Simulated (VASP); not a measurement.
VASP input:

### POSCAR
```
TiN
1
    0.0000000000     2.1624000000     2.1624000000
    2.1624000000     0.0000000000     2.1624000000
    2.1624000000     2.1624000000     0.0000000000
Ti N
1 1
Direct
  0.0000000000   0.0000000000   0.0000000000
  0.5000000000   0.5000000000   0.5000000000
```

### KPOINTS
```
Automatic mesh
0
Monkhorst-Pack
11 10 5
0 0 0
```

**INCAR**
```
SYSTEM = TiN
PREC = Accurate
ENCUT = 520
EDIFF = 1E-6
NELM = 100
ALGO = Normal
LREAL = .FALSE.
LASPH = .TRUE.
ISMEAR = 1
SIGMA = 0.1
GGA = PE
LMAXMIX = 4
LWAVE = .FALSE.
LCHARG = .FALSE.
ISIF = 2
```

POTCAR, in this order: Ti_sv N (PBE.64 set). Program: vasp_std.

Output of the run:

### standard output
```
 POSCAR found type information on POSCAR TiN
 POSCAR found :  2 types and       2 ions
 Reading from existing POTCAR
 Reading from existing POTCAR
 LDA part: xc-table for (Slater+PW92), standard interpolation

 -----------------------------------------------------------------------------
|                                                                             |
|           W    W    AA    RRRRR   N    N  II  N    N   GGGG   !!!           |
|           W    W   A  A   R    R  NN   N  II  NN   N  G    G  !!!           |
|           W    W  A    A  R    R  N N  N  II  N N  N  G       !!!           |
|           W WW W  AAAAAA  RRRRR   N  N N  II  N  N N  G  GGG   !            |
|           WW  WW  A    A  R   R   N   NN  II  N   NN  G    G                |
|           W    W  A    A  R    R  N    N  II  N    N   GGGG   !!!           |
|                                                                             |
|     Your reciprocal lattice and k-lattice belong to different lattice       |
|     classes:                                                                |
|                                                                             |
|        The reciprocal lattice is body-centered cubic,                       |
|        whereas your k-lattice is triclinic.                                 |
|                                                                             |
|     Results are often still useful ...                                      |
|                                                                             |
 -----------------------------------------------------------------------------

 POSCAR, INCAR and KPOINTS ok, starting setup
 WAVECAR not read
 entering main loop
       N       E                     dE             d eps       ncg     rms          rms(c)
DAV:   1     0.143613683417E+03    0.14361E+03   -0.88903E+03  6600   0.166E+03
DAV:   2    -0.109444178378E+02   -0.15456E+03   -0.14847E+03  6868   0.418E+02
DAV:   3    -0.241722214466E+02   -0.13228E+02   -0.12934E+02  8156   0.118E+02
DAV:   4    -0.248305564338E+02   -0.65833E+00   -0.63949E+00  9080   0.251E+01
DAV:   5    -0.248506549980E+02   -0.20099E-01   -0.20094E-01  8608   0.387E+00    0.172E+01
DAV:   6    -0.200029659495E+02    0.48477E+01   -0.33800E+01  8248   0.699E+01    0.675E+00
DAV:   7    -0.196399773097E+02    0.36299E+00   -0.40340E+00  8068   0.246E+01    0.436E+00
DAV:   8    -0.197035233729E+02   -0.63546E-01   -0.12743E+00  7328   0.158E+01    0.326E+00
DAV:   9    -0.195998492240E+02    0.10367E+00   -0.27738E-01  7348   0.766E+00    0.111E+00
DAV:  10    -0.195941390540E+02    0.57102E-02   -0.87300E-02  7328   0.423E+00    0.509E-01
DAV:  11    -0.195927553832E+02    0.13837E-02   -0.78460E-03  7776   0.117E+00    0.139E-01
DAV:  12    -0.195926633968E+02    0.91986E-04   -0.11939E-03  9184   0.519E-01    0.447E-02
DAV:  13    -0.195926459877E+02    0.17409E-04   -0.18612E-04  8740   0.191E-01    0.163E-02
DAV:  14    -0.195926453969E+02    0.59078E-06   -0.11558E-05  7572   0.416E-02    0.255E-03
DAV:  15    -0.195926452730E+02    0.12397E-06   -0.75366E-07  4308   0.111E-02
   1 F= -.19592645E+02 E0= -.19592664E+02  d E =0.556737E-04
```

OUTCAR:
```
------------------------ aborting loop because EDIFF is reached ----------------------------------------
  FORCE on cell =-STRESS in cart. coord.  units (eV):
  Direction    XX          YY          ZZ          XY          YZ          ZX
  --------------------------------------------------------------------------------------
  Total       -1.6446366     -1.6446366     -1.6446366      0.0000000      0.0000000      0.0000000
  in kB     -130.2994051   -130.2994051   -130.2994051      0.0000000      0.0000000      0.0000000
  external PRESSURE =    -130.2994051 kB  Pullay stress =       0.0000000 kB
  volume of cell :       20.22
      direct lattice vectors                 reciprocal lattice vectors
     0.000000000  2.162400000  2.162400000    -0.231224565  0.231224565  0.231224565
     2.162400000  0.000000000  2.162400000     0.231224565 -0.231224565  0.231224565
     2.162400000  2.162400000  0.000000000     0.231224565  0.231224565 -0.231224565
 POSITION                                       TOTAL-FORCE (eV/Angst)
 -----------------------------------------------------------------------------------
      0.00000      0.00000      0.00000         0.000000      0.000000      0.000000
      2.16240      2.16240      2.16240         0.000000     -0.000000     -0.000000
 -----------------------------------------------------------------------------------
    total drift:                                0.000000     -0.000000     -0.000000
  FREE ENERGIE OF THE ION-ELECTRON SYSTEM (eV)
  ---------------------------------------------------
  free  energy   TOTEN  =       -19.5926452730 eV

  energy  without entropy=      -19.5927009467  energy(sigma->0) =      -19.59266383
```
(Selected blocks of OUTCAR.)

### Question
From input and log, find the fault in this run and mend it.

### Answer
The cause: the mesh has unequal divisions along equivalent axes and breaks the lattice's symmetry. The run ends without an error. Against the sound run, the energy per atom (σ→0) drops by 0.004 eV/atom; the pressure decreases by 0.04 GPa. To mend it, correct KPOINTS.
File KPOINTS:
```
Automatic mesh
0
Gamma
11 11 11
0 0 0
```
The mended run (PBE GGA, plane waves, VASP's PBE PAW potentials (set 64)) converges, and its OSZICAR ends with
```
   1 F= -.19585662E+02 E0= -.19585150E+02  d E =-.153476E-02
```

The compound is TiN in the rock salt structure. The cell was not relaxed at this level. The electron count is odd and the run is not spin-polarised, which forces a metal.
